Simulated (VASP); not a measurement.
OSZICAR of a VASP run on WSe$_{2}$ (2H layered):

OSZICAR:
```
       N       E                     dE             d eps       ncg     rms          rms(c)
DAV:   1     0.521542575862E+03    0.52154E+03   -0.28379E+04  1392   0.163E+03
DAV:   2     0.244377488752E+01   -0.51910E+03   -0.50787E+03  1425   0.427E+02
DAV:   3    -0.334599811598E+02   -0.35904E+02   -0.34716E+02  1566   0.965E+01
DAV:   4    -0.343951489993E+02   -0.93517E+00   -0.93211E+00  1577   0.157E+01
DAV:   5    -0.344131273375E+02   -0.17978E-01   -0.17973E-01  1589   0.215E+00    0.287E+01
DAV:   6    -0.328608780459E+02    0.15522E+01   -0.11717E+01  1420   0.184E+01    0.102E+01
DAV:   7    -0.326354756362E+02    0.22540E+00   -0.52703E+00  1427   0.955E+00    0.573E+00
DAV:   8    -0.324455974194E+02    0.18988E+00   -0.80517E-01  1634   0.489E+00    0.121E+00
DAV:   9    -0.324475932012E+02   -0.19958E-02   -0.69514E-02  1581   0.132E+00    0.759E-01
DAV:  10    -0.324460943160E+02    0.14989E-02   -0.19879E-02  1624   0.883E-01    0.191E-01
DAV:  11    -0.324459544318E+02    0.13988E-03   -0.27564E-03  1569   0.314E-01    0.139E-01
DAV:  12    -0.324459253154E+02    0.29116E-04   -0.10362E-04  1605   0.544E-02    0.942E-02
DAV:  13    -0.324459099711E+02    0.15344E-04   -0.11831E-04  1554   0.596E-02    0.311E-03
DAV:  14    -0.324459101333E+02   -0.16225E-06   -0.34535E-06  1504   0.110E-02    0.481E-03
DAV:  15    -0.324459099717E+02    0.16163E-06   -0.11430E-07  1023   0.227E-03    0.396E-03
DAV:  16    -0.324459100318E+02   -0.60099E-07   -0.16034E-07  1037   0.247E-03
   1 F= -.32445910E+02 E0= -.32445910E+02  d E =-.324459E+02
```

Task: Which electronic solver shows in the log?

Result: It is blocked Davidson (ALGO = Normal, or the opening steps of other solvers). The INCAR had ALGO = Normal.

Task: Can the final energy be trusted as converged?

Result: The run converged. It stopped with EDIFF = 1E-7, NELM = 100, NSW = 30 and EDIFFG = -0.01 after 1 ionic step (rev-vdW-DF2, plane waves, VASP's PBE PAW potentials (set 64)).

The compound is WSe2 in the 2H layered structure. It was relaxed first.
